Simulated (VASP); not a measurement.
```
Li2O
1.0
    0.00000     2.32983     2.32983
    2.29540     0.03443     2.29540
    2.29540     2.29540     0.03443
Li O
2 1
Direct
  0.25014   0.24986   0.24986
  0.74986   0.75014   0.75014
  0.00000   0.00000   0.00000
```

The numbers are results of PBEsol GGA, VASP's PBE PAW potentials (set 64) (plane waves; VASP), not measurements. Settings: 600 eV cut-off, 8×8×8 Γ-centred mesh, Gaussian smearing of 0.050 eV, potentials Li_sv O.

Task: Give the stress tensor in GPa (positive for a compressed cell).

Result: 
```
-0.51   0.00   0.00
 0.00  -0.46  -1.78
 0.00  -1.78  -0.46
```
The pressure is its mean diagonal, -0.48 GPa.

The compound is Li2O in the antifluorite structure. This cell was strained or had an atom moved on purpose. Symmetry was kept, so distortions that lower it aren't found.
